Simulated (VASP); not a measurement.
## Cu9Re: core-level shifts

Aim: how the core levels of Cu9Re differ from atom to atom, with and without the screening of the hole.

Main program and level: VASP 6.6.1; PBEsol; plane waves and PAW (Re, Cu), in the first sound run; inputs show where later runs differ.

**1. The starting structure**

The cell holds 20 atoms: 2 Re and 18 Cu. Its edges and angles: a = 5.134 Å, b = 5.134 Å, c = 22.383 Å, α = 90.0°, β = 90.0°, γ = 60.0°. It derives from Cu. Re replaces host atoms (quarter in the top layer, both faces). Regions: layer 1, 4 atoms (3 Cu and 1 Re); layer 2, 4 atoms (4 Cu); layer 3, 4 atoms (4 Cu); other layers, 8 atoms (7 Cu and 1 Re). Vacuum lies along c.

**2. Relaxation**

The free atoms are relaxed first inside the given cell, which is kept (ISIF = 0), since core levels depend on the positions.

The input, INCAR:

```
SYSTEM = Cu9Re
PREC = Normal
ENCUT = 330
EDIFF = 1E-05
NELM = 100
ISMEAR = 0
SIGMA = 0.1
LREAL = Auto
ALGO = Fast
GGA = PS
NBANDS = 131
LASPH = .TRUE.
LWAVE = .FALSE.
LCHARG = .FALSE.
KPAR = 2
NCORE = 4
IBRION = 2
NSW = 50
ISIF = 0
EDIFFG = -0.05
```

The input, POSCAR:

```
Cu9Re
1.0
    5.1335952314      0.0000000000      0.0000000000
    2.5667976157      4.4458238832      0.0000000000
    0.0000000000      0.0000000000     22.3831259086
Re Cu
2 18
Selective dynamics
Direct
    0.0000000000      0.0000000000      0.6872644140  T T T
    0.8333333330      0.3333333330      0.3127355860  T T T
    0.5000000000      0.0000000000      0.6872644140  T T T
    0.0000000000      0.5000000000      0.6872644140  T T T
    0.5000000000      0.5000000000      0.6872644140  T T T
    0.8333333330      0.3333333330      0.5936322070  T T T
    0.3333333330      0.3333333330      0.5936322070  T T T
    0.8333333330      0.8333333330      0.5936322070  T T T
    0.3333333330      0.8333333330      0.5936322070  T T T
    0.1666666670      0.1666666670      0.5000000000  F F F
    0.6666666670      0.1666666670      0.5000000000  F F F
    0.1666666670      0.6666666670      0.5000000000  F F F
    0.6666666670      0.6666666670      0.5000000000  F F F
    0.0000000000      0.0000000000      0.4063677930  T T T
    0.5000000000      0.0000000000      0.4063677930  T T T
    0.0000000000      0.5000000000      0.4063677930  T T T
    0.5000000000      0.5000000000      0.4063677930  T T T
    0.3333333330      0.3333333330      0.3127355860  T T T
    0.8333333330      0.8333333330      0.3127355860  T T T
    0.3333333330      0.8333333330      0.3127355860  T T T
```

The input, KPOINTS:

```
Automatic mesh
0
Gamma
4 4 1
0 0 0
```

PAW data sets: Re and Cu (PBE family, release 64).

Command:

```console
mpirun -np 8 vasp_std
```

Output:

```text
[banner, memory and clock lines left out]
running    8 mpi-ranks, on    1 nodes
 distrk:  each k-point on    4 cores,    2 groups
 distr:  one band on    4 cores,    1 groups

 POSCAR found type information on POSCAR ReCu
 POSCAR found :  2 types and      20 ions
|                                                                             |
|               ----> ADVICE to this user running VASP <----                  |
|                                                                             |
|     You enforced a specific xc type in the INCAR file but a different       |
|     [... a line on the potential file left out ...]
|     I HOPE YOU KNOW WHAT YOU ARE DOING!                                     |
|                                                                             |

 LDA part: xc-table for (Slater+PW92), standard interpolation
 POSCAR, INCAR and KPOINTS ok, starting setup
 FFT: planning ... GRIDC
 FFT: planning ... GRID_SOFT
 FFT: planning ... GRID
 WAVECAR not read
 entering main loop
       N       E                     dE             d eps       ncg     rms          rms(c)
DAV:   1     0.186534457589E+04    0.18653E+04   -0.68941E+04  2218   0.163E+03
DAV:   2     0.169922335903E+03   -0.16954E+04   -0.16328E+04  2751   0.520E+02
DAV:   3    -0.935685479716E+02   -0.26349E+03   -0.24221E+03  2822   0.231E+02
DAV:   4    -0.115773264271E+03   -0.22205E+02   -0.20270E+02  3628   0.910E+01
DAV:   5    -0.116686990973E+03   -0.91373E+00   -0.89509E+00  3620   0.147E+01    0.490E+01
RMM:   6    -0.118082868684E+03   -0.13959E+01   -0.29337E+02  2184   0.123E+02    0.343E+01
RMM:   7    -0.102704999904E+03    0.15378E+02   -0.67857E+01  2459   0.792E+01    0.200E+01
RMM:   8    -0.100535057129E+03    0.21699E+01   -0.17763E+01  2508   0.294E+01    0.184E+01
RMM:   9    -0.953287189421E+02    0.52063E+01   -0.80604E+00  2410   0.209E+01    0.838E+00
RMM:  10    -0.944092623265E+02    0.91946E+00   -0.20887E+00  2568   0.107E+01    0.451E+00
RMM:  11    -0.940906571210E+02    0.31861E+00   -0.72703E-01  2545   0.481E+00    0.173E+00
RMM:  12    -0.940678485672E+02    0.22809E-01   -0.27365E-01  2578   0.238E+00    0.956E-01
RMM:  13    -0.940711088614E+02   -0.32603E-02   -0.11222E-01  2585   0.164E+00    0.892E-01
RMM:  14    -0.940689604538E+02    0.21484E-02   -0.46376E-02  2419   0.133E+00    0.463E-01
RMM:  15    -0.940694073668E+02   -0.44691E-03   -0.21363E-02  2614   0.719E-01    0.375E-01
RMM:  16    -0.940681849733E+02    0.12224E-02   -0.82213E-03  2541   0.483E-01    0.209E-01
RMM:  17    -0.940676261551E+02    0.55882E-03   -0.30965E-03  2604   0.260E-01    0.137E-01
RMM:  18    -0.940675447506E+02    0.81405E-04   -0.11748E-03  2495   0.190E-01    0.706E-02
RMM:  19    -0.940676487298E+02   -0.10398E-03   -0.55884E-04  2389   0.142E-01    0.391E-02
RMM:  20    -0.940678068933E+02   -0.15816E-03   -0.37256E-04  2290   0.124E-01    0.395E-02
RMM:  21    -0.940678987285E+02   -0.91835E-04   -0.10994E-04  1999   0.101E-01    0.515E-02
RMM:  22    -0.940680708540E+02   -0.17213E-03   -0.62506E-05  1382   0.112E-01    0.991E-02
RMM:  23    -0.940680861270E+02   -0.15273E-04   -0.19679E-05  1232   0.135E-01    0.266E-02
RMM:  24    -0.940681781099E+02   -0.91983E-04   -0.25953E-05  1236   0.137E-01    0.104E-01
RMM:  25    -0.940682562206E+02   -0.78111E-04   -0.20174E-05  1194   0.137E-01    0.916E-03
RMM:  26    -0.940683137346E+02   -0.57514E-04   -0.24014E-05  1187   0.136E-01    0.773E-02
RMM:  27    -0.940683434960E+02   -0.29761E-04   -0.64784E-06  1128   0.126E-01    0.144E-02
RMM:  28    -0.940683692157E+02   -0.25720E-04   -0.22705E-06  1119   0.129E-01    0.583E-02
RMM:  29    -0.940683819314E+02   -0.12716E-04   -0.87769E-07  1126   0.135E-01    0.680E-03
RMM:  30    -0.940683901060E+02   -0.81746E-05    0.22229E-06  1117   0.137E-01
   1 F= -.94068390E+02 E0= -.94024268E+02  d E =-.940684E+02
 curvature:   0.00 expect dE= 0.000E+00 dE for cont linesearch  0.000E+00
 trial: gam= 0.00000 g(F)=  0.817E-01 g(S)=  0.000E+00 ort = 0.000E+00 (trialstep = 0.100E+01)
 search vector abs. value=  0.817E-01
 bond charge predicted
       N       E                     dE             d eps       ncg     rms          rms(c)
DAV:   1    -0.940990260616E+02   -0.30644E-01   -0.14712E+01  2812   0.105E+01    0.703E-01
RMM:   2    -0.941257477061E+02   -0.26722E-01   -0.26450E-01  2557   0.324E+00    0.579E-01
RMM:   3    -0.941331862163E+02   -0.74385E-02   -0.10655E-01  2702   0.139E+00    0.684E-01
RMM:   4    -0.941334018979E+02   -0.21568E-03   -0.29592E-02  3063   0.589E-01    0.439E-01
RMM:   5    -0.941326810268E+02    0.72087E-03   -0.54005E-03  2521   0.466E-01    0.364E-01
RMM:   6    -0.941316826569E+02    0.99837E-03   -0.36864E-03  2550   0.315E-01    0.159E-01
RMM:   7    -0.941315948770E+02    0.87780E-04   -0.19854E-03  2345   0.279E-01    0.649E-02
RMM:   8    -0.941315336575E+02    0.61220E-04   -0.43539E-04  2479   0.134E-01    0.314E-02
RMM:   9    -0.941314986694E+02    0.34988E-04   -0.14816E-04  2033   0.866E-02    0.291E-02
RMM:  10    -0.941314912532E+02    0.74162E-05   -0.71703E-05  1481   0.987E-02
   2 F= -.94131491E+02 E0= -.94090875E+02  d E =-.631011E-01
[... from here on, the cycles between the ionic steps are left out ...]
   3 F= -.94151664E+02 E0= -.94113639E+02  d E =-.832739E-01
   4 F= -.94152335E+02 E0= -.94114771E+02  d E =-.839453E-01
   5 F= -.94187284E+02 E0= -.94151912E+02  d E =-.349489E-01
   6 F= -.94220515E+02 E0= -.94188455E+02  d E =-.681798E-01
   7 F= -.94210190E+02 E0= -.94183283E+02  d E =-.578542E-01
   8 F= -.94230786E+02 E0= -.94201215E+02  d E =-.784506E-01
   9 F= -.94244262E+02 E0= -.94214652E+02  d E =-.134755E-01
  10 F= -.94246237E+02 E0= -.94216593E+02  d E =-.154505E-01
  11 F= -.94246233E+02 E0= -.94216597E+02  d E =-.154472E-01
  12 F= -.94246224E+02 E0= -.94216604E+02  d E =-.154378E-01
 curvature:  -0.27 expect dE=-0.655E-03 dE for cont linesearch -0.183E-04
 ZBRENT: accuracy reached
 trial: gam= 0.25281 g(F)=  0.244E-02 g(S)=  0.000E+00 ort =-0.100E-02 (trialstep = 0.201E+01)
 search vector abs. value=  0.287E-02
 bond charge predicted
       N       E                     dE             d eps       ncg     rms          rms(c)
DAV:   1    -0.942342151276E+02    0.12005E-01   -0.30853E+00  1998   0.510E+00    0.193E-01
RMM:   2    -0.942449484877E+02   -0.10733E-01   -0.11413E-01  2452   0.311E+00    0.257E-01
RMM:   3    -0.942484164513E+02   -0.34680E-02   -0.44153E-02  2696   0.102E+00    0.124E-01
RMM:   4    -0.942497914160E+02   -0.13750E-02   -0.15560E-02  3116   0.507E-01    0.147E-01
RMM:   5    -0.942497750122E+02    0.16404E-04   -0.11396E-03  2499   0.111E-01    0.139E-01
RMM:   6    -0.942497347680E+02    0.40244E-04   -0.86471E-05  1852   0.764E-02    0.133E-01
RMM:   7    -0.942495481112E+02    0.18666E-03   -0.10419E-04  1814   0.121E-01    0.102E-01
RMM:   8    -0.942496536504E+02   -0.10554E-03   -0.18064E-03  3267   0.204E-01    0.132E-01
RMM:   9    -0.942497011475E+02   -0.47497E-04   -0.13838E-04  2068   0.801E-02    0.136E-01
RMM:  10    -0.942495544789E+02    0.14667E-03   -0.24029E-05  1242   0.815E-02    0.709E-02
RMM:  11    -0.942494997131E+02    0.54766E-04   -0.38887E-05  1283   0.102E-01    0.483E-02
RMM:  12    -0.942495754408E+02   -0.75728E-04   -0.91709E-04  3255   0.146E-01    0.705E-02
RMM:  13    -0.942494897665E+02    0.85674E-04   -0.67004E-05  1563   0.553E-02    0.154E-02
RMM:  14    -0.942494889479E+02    0.81857E-06   -0.14242E-05  1156   0.785E-02
  13 F= -.94249489E+02 E0= -.94219166E+02  d E =-.326517E-02
 trial-energy change:   -0.003265  1 .order   -0.002834   -0.004384   -0.001283
 step:   2.4238(harm=  2.8409)  dis= 0.01053  next Energy=   -94.249625 (dE=-0.340E-02)
 reached required accuracy - stopping structural energy minimisation
```

Wall time 9.5 min (8 MPI ranks of AMD EPYC 7R43, shared host); peak memory 1.2 GiB.

The logs omit lines about the potential files and the build; timing stands in the text.

Parts of OUTCAR (step 2):

```text
ion  position               nearest neighbor table
   1  0.000  0.000  0.687-   3 2.57   3 2.57   4 2.57   5 2.57   4 2.57   5 2.57   9 2.57   6 2.57
                             8 2.57
   2  0.833  0.333  0.313-  18 2.57  18 2.57  19 2.57  20 2.57  19 2.57  20 2.57  17 2.57  14 2.57
                            16 2.57
   3  0.500  0.000  0.687-   1 2.57   1 2.57   4 2.57   5 2.57   5 2.57   4 2.57   8 2.57   7 2.57
                             9 2.57
   4  0.000  0.500  0.687-   5 2.57   5 2.57   1 2.57   3 2.57   3 2.57   1 2.57   7 2.57   8 2.57
                             6 2.57
   5  0.500  0.500  0.687-   4 2.57   4 2.57   1 2.57   3 2.57   1 2.57   3 2.57   6 2.57   9 2.57
                             7 2.57
   6  0.833  0.333  0.594-  11 2.57   7 2.57   7 2.57   8 2.57   9 2.57   8 2.57   9 2.57   5 2.57
                             1 2.57  10 2.57   4 2.57  13 2.57
   7  0.333  0.333  0.594-  10 2.57   6 2.57   6 2.57   8 2.57   9 2.57   9 2.57   8 2.57   4 2.57
                             3 2.57   5 2.57  11 2.57  12 2.57
   8  0.833  0.833  0.594-  13 2.57   9 2.57   9 2.57   6 2.57   7 2.57   7 2.57   6 2.57   3 2.57
                             4 2.57  12 2.57   1 2.57  11 2.57
   9  0.333  0.833  0.594-  12 2.57   8 2.57   8 2.57   6 2.57   7 2.57   6 2.57   7 2.57   1 2.57
                             5 2.57   3 2.57  13 2.57  10 2.57
  10  0.167  0.167  0.500-   7 2.57  11 2.57  11 2.57  12 2.57  13 2.57  12 2.57  13 2.57  15 2.57
                            16 2.57   6 2.57  14 2.57   9 2.57
  11  0.667  0.167  0.500-   6 2.57  10 2.57  10 2.57  12 2.57  13 2.57  13 2.57  12 2.57  14 2.57
                            17 2.57  15 2.57   7 2.57   8 2.57
  12  0.167  0.667  0.500-   9 2.57  13 2.57  13 2.57  10 2.57  11 2.57  11 2.57  10 2.57  17 2.57
                            14 2.57  16 2.57   8 2.57   7 2.57
  13  0.667  0.667  0.500-   8 2.57  12 2.57  12 2.57  10 2.57  11 2.57  10 2.57  11 2.57  16 2.57
                            15 2.57   9 2.57  17 2.57   6 2.57
  14  0.000  0.000  0.406-  15 2.57  15 2.57  16 2.57  17 2.57  16 2.57  17 2.57  11 2.57  20 2.57
                            12 2.57   2 2.57  19 2.57  10 2.57
  15  0.500  0.000  0.406-  14 2.57  14 2.57  16 2.57  17 2.57  17 2.57  16 2.57  10 2.57  19 2.57
                            18 2.57  13 2.57  11 2.57  20 2.57
  16  0.000  0.500  0.406-  17 2.57  17 2.57  14 2.57  15 2.57  15 2.57  14 2.57  13 2.57  18 2.57
                            10 2.57  19 2.57  12 2.57   2 2.57
  17  0.500  0.500  0.406-  16 2.57  16 2.57  14 2.57  15 2.57  14 2.57  15 2.57   2 2.57  12 2.57
                            11 2.57  20 2.57  18 2.57  13 2.57
  18  0.333  0.333  0.313-   2 2.57   2 2.57  19 2.57  20 2.57  20 2.57  19 2.57  16 2.57  15 2.57
                            17 2.57
  19  0.833  0.833  0.313-  20 2.57  20 2.57   2 2.57  18 2.57  18 2.57   2 2.57  15 2.57  16 2.57
                            14 2.57
  20  0.333  0.833  0.313-  19 2.57  19 2.57   2 2.57  18 2.57   2 2.57  18 2.57  14 2.57  17 2.57
                            15 2.57

  LATTYP: Found a hexagonal cell.
 ALAT       =     5.1335952315
 C/A-ratio  =     4.3601267532

 Subroutine GETGRP returns: Found  4 space group operations
 (whereof  2 operations were pure point group operations)

The static configuration has the point symmetry C_1h.
 The point group associated with its full space group is C_2h.

 Found      7 irreducible k-points:

   k-points           NKPTS =      7   k-points in BZ     NKDIM =      7   number of bands    NBANDS=    131

   dimension x,y,z NGX =    24 NGY =   24 NGZ =  100
   dimension x,y,z NGXF=    48 NGYF=   48 NGZF=  200

   ENCUT  =  330.0 eV  24.25 Ry    4.92 a.u.   7.60  7.60 33.15*2*pi/ulx,y,z

   NELECT =     212.0000    total number of electrons

 k-points in reciprocal lattice and weights: Automatic mesh
   0.00000000  0.00000000  0.00000000       0.062
   0.25000000  0.00000000  0.00000000       0.250
   0.00000000  0.25000000  0.00000000       0.125
   0.50000000  0.00000000  0.00000000       0.125
   0.00000000  0.50000000  0.00000000       0.062
   0.50000000  0.25000000  0.00000000       0.125
   0.25000000  0.50000000  0.00000000       0.250

 average (electrostatic) potential at core
       1 -45.7526       2 -45.7526       3 -70.0945       4 -70.0927       5 -70.0927
       6 -70.2593       7 -69.9278       8 -70.2665       9 -70.2665      10 -70.0184
      11 -70.0184      12 -70.1072      13 -70.1072      14 -70.2593      15 -69.9278
      16 -70.2665      17 -70.2665      18 -70.0945      19 -70.0927      20 -70.0927

 E-fermi :   0.8658

 k-point     1 :       0.0000    0.0000    0.0000
  band No.  band energies     occupation
    ...
     98       0.1958      2.00000
     99       0.5362      2.00000
    100       0.6774      1.99229
    101       0.7439      1.91528
    102       0.7880      1.72891
    103       1.0121      0.03857
    104       1.0329      0.01812
    105       1.0416      0.01293
    106       1.0518      0.00853
    107       1.2262      0.00000
    ...

 k-point     2 :       0.2500    0.0000    0.0000
  band No.  band energies     occupation
    ...
    102       0.4384      2.00000
    103       0.4940      2.00000
    104       0.5933      1.99988
    105       0.7084      1.97401
    106       0.9105      0.52759
    107       0.9373      0.31195
    108       1.1834      0.00001
    109       1.2440      0.00000
    110       1.5023      0.00000
    111       1.7266      0.00000
    ...

 k-point     3 :       0.0000    0.2500    0.0000
  band No.  band energies     occupation
    ...
    102       0.3547      2.00000
    103       0.4783      2.00000
    104       0.5497      1.99999
    105       0.8357      1.33011
    106       0.8462      1.21816
    107       0.9673      0.15114
    108       1.1884      0.00001
    109       1.2960      0.00000
    110       1.4642      0.00000
    111       1.4966      0.00000
    ...

  energy-cutoff  :      330.00
  volume of cell :      510.85
      direct lattice vectors                 reciprocal lattice vectors
     5.133595231  0.000000000  0.000000000     0.194795257 -0.112465094  0.000000000
     2.566797616  4.445823883  0.000000000     0.000000000  0.224930188  0.000000000
     0.000000000  0.000000000 22.383125909     0.000000000  0.000000000  0.044676512

 POSITION                                       TOTAL-FORCE (eV/Angst)
 -----------------------------------------------------------------------------------
      2.56680      4.43681     15.20507        -0.000000     -0.028025      0.039091
      5.13360      1.49095      7.17806        -0.000000      0.028025     -0.039091
      5.13360      4.40355     15.34127        -0.000000     -0.017503     -0.026406
      6.38242      2.23496     15.35336         0.007047     -0.004002     -0.036924
      3.88478      2.23496     15.35336        -0.007047     -0.004002     -0.036924
      5.13360      1.48015     13.21425         0.000000      0.026021      0.006565
      2.56680      1.47429     13.29364        -0.000000     -0.001473     -0.034744
      6.40632      3.68755     13.21410        -0.015146     -0.012357      0.008192
      3.86087      3.68755     13.21410         0.015146     -0.012357      0.008192
      1.28340      0.74097     11.19156         0.193784      0.000000      0.000000
      3.85020      0.74097     11.19156        -0.193784      0.000000      0.000000
      2.56680      2.96388     11.19156        -0.000000     -0.109867      0.096592
      5.13360      2.96388     11.19156        -0.000000      0.109867     -0.096592
      5.13360      0.00179      9.16888        -0.000000     -0.026021     -0.006565
      2.56680      0.00765      9.08948        -0.000000      0.001473      0.034744
      1.29407      2.24022      9.16903         0.015146      0.012357     -0.008192
      3.83952      2.24022      9.16903        -0.015146      0.012357     -0.008192
      2.56680      1.52421      7.04186        -0.000000      0.017503      0.026406
      6.45157      3.69281      7.02977        -0.007047      0.004002      0.036924
      3.81562      3.69281      7.02977         0.007047      0.004002      0.036924
 -----------------------------------------------------------------------------------
    total drift:                                0.000001      0.000001      0.000001

  FREE ENERGIE OF THE ION-ELECTRON SYSTEM (eV)
  ---------------------------------------------------
  free  energy   TOTEN  =       -94.2494889479 eV

  energy  without entropy=      -94.1888433609  energy(sigma->0) =      -94.21916615

 reached required accuracy - stopping structural energy minimisation

[... 3 further parts left out ...]
```

CONTCAR:

```
Cu9Re
   1.00000000000000
     5.1335952314000002    0.0000000000000000    0.0000000000000000
     2.5667976157000001    4.4458238832000001    0.0000000000000000
     0.0000000000000000    0.0000000000000000   22.3831259086000003
  Re              Cu
     2    18
Selective dynamics
Direct
     0.0010135052504000    0.9979729894992002    0.6793094478021962   T   T   T
     0.8323198277495987    0.3353603435007987    0.3206905521978038   T   T   T
     0.5047538544320579    0.9904922911358842    0.6853942408746294   T   T   T
     0.9919097686655042    0.5027088710346697    0.6859343860042240   T   T   T
     0.5053813602998259    0.5027088710346697    0.6859343860042240   T   T   T
     0.8335346858137680    0.3329306273724610    0.5903663846196089   T   T   T
     0.3341942281232314    0.3316115427535337    0.5939135958286971   T   T   T
     0.8332004924965182    0.8294403110695503    0.5903597729614681   T   T   T
     0.3373591954339279    0.8294403110695503    0.5903597729614681   T   T   T
     0.1666666670000012    0.1666666670000012    0.5000000000000000   F   F   F
     0.6666666670000012    0.1666666670000012    0.5000000000000000   F   F   F
     0.1666666670000012    0.6666666670000012    0.5000000000000000   F   F   F
     0.6666666670000012    0.6666666670000012    0.5000000000000000   F   F   F
     0.9997986471862309    0.0004027056275378    0.4096336153803909   T   T   T
     0.4991391048767675    0.0017217902464651    0.4060864041713030   T   T   T
     0.0001328405034807    0.5038930219304485    0.4096402270385319   T   T   T
     0.4959741375660707    0.5038930219304485    0.4096402270385319   T   T   T
     0.3285794785679409    0.3428410418641145    0.3146057591253705   T   T   T
     0.8414235643344946    0.8306244619653291    0.3140656139957760   T   T   T
     0.3279519727001729    0.8306244619653291    0.3140656139957760   T   T   T
```

The PAW data sets were made with PBE, which is usual practice but a small mismatch for other functionals. The data set Re keeps the semicore shell frozen, which is cheaper and a little less accurate. The run keeps the 4 symmetry operations of its start, so it cannot find a distortion of lower symmetry.

(Continued in part 2 of 4.)

[Lines on the potential files, build, host, timing and source positions are cut from VASP's logs without a mark.]

[Logs are printed without paths, hosts, clocks, repeated set-up lines and the standing remarks that a program may print on its own settings, such as how far it seeks lower states.]

[Hosts, paths, dates, database ids (printed as entryN), source tags and the programs' standing remarks are cut or masked in the printed files.]
